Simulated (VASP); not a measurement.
An input for Quantum ESPRESSO's pw.x (written as the equivalent of a VASP run, and not itself run):

```
&CONTROL
  calculation = 'vc-relax'
  pseudo_dir = './pseudo'
  outdir = './out'
  tprnfor = .true.
  tstress = .true.
  nstep = 30
  forc_conv_thr = 0.00039
/
&SYSTEM
  ibrav = 0
  nat = 6
  ntyp = 2
  ecutwfc = 80
  occupations = 'smearing'
  smearing = 'gaussian'
  degauss = 0.003675
  input_dft = 'vdw-df-cx'
/
&ELECTRONS
  conv_thr = 7.3e-09
  electron_maxstep = 100
/
&IONS
/
&CELL
  cell_dofree = 'shape'
/
ATOMIC_SPECIES
  Mo 95.950 Mo.upf
  S 32.060 S.upf
CELL_PARAMETERS angstrom
     1.5912001   -2.7560392    0.0000000
     1.5912001    2.7560392    0.0000000
     0.0000000    0.0000000   12.4171255
ATOMIC_POSITIONS crystal
  Mo   0.3333330  0.6666670  0.2500000
  Mo   0.6666670  0.3333330  0.7500000
  S    0.3333330  0.6666670  0.8774676
  S    0.6666670  0.3333330  0.3774676
  S    0.6666670  0.3333330  0.1225324
  S    0.3333330  0.6666670  0.6225324
K_POINTS automatic
  8 8 2 0 0 0
```

Question: Translate this input to VASP (INCAR, KPOINTS, POSCAR, choice of POTCAR).

Answer: Several could match; the one computed here: 
**KPOINTS**
```
Automatic mesh
0
Gamma
8 8 2
0 0 0
```

INCAR:
```
! general
SYSTEM    =  MoS2
PREC      =  Accurate
ENCUT     =  520
LREAL     =  .FALSE.
LASPH     =  .TRUE.   ! aspherical one-centre terms

! electronic loop
EDIFF     =  1E-7
NELM      =  100
ALGO      =  Normal
LMAXMIX   =  4

! smearing
ISMEAR    =  0   ! Gaussian
SIGMA     =  0.05   ! width (eV)

! functional
GGA       =  CX
LUSE_VDW  =  .TRUE.
AGGAC     =  0.0

! ions
IBRION    =  2
NSW       =  30
ISIF      =  4   ! ions and shape, fixed volume
EDIFFG    =  -0.01   ! ionic stop

! output
LWAVE     =  .FALSE.
LCHARG    =  .FALSE.
```

File POSCAR:
```
MoS2
1
    1.5912001493    -2.7560392272     0.0000000000
    1.5912001493     2.7560392272     0.0000000000
    0.0000000000     0.0000000000    12.4171254674
Mo S
2 4
Direct
  0.3333330000   0.6666670000   0.2500000000
  0.6666670000   0.3333330000   0.7500000000
  0.3333330000   0.6666670000   0.8774675817
  0.6666670000   0.3333330000   0.3774675817
  0.6666670000   0.3333330000   0.1225324183
  0.3333330000   0.6666670000   0.6225324183
```

POTCAR, in this order: Mo_sv S (PBE.64 set). Program: vasp_std.

The two are equivalent in intent, not identical: the potentials are each code's own (VASP's PAW set, PseudoDojo norm-conserving files in pw.x), so ENCUT and ecutwfc are chosen apart and not converted; conv_thr bounds pw.x's estimated SCF error, while EDIFF bounds the energy change between steps; forc_conv_thr acts on force components and is met together with etot_conv_thr.

The compound is MoS2 in the 2H layered structure. This cell is one point of a volume scan, at 1.03 of the reference volume. Symmetry was kept, so distortions that lower it aren't found.
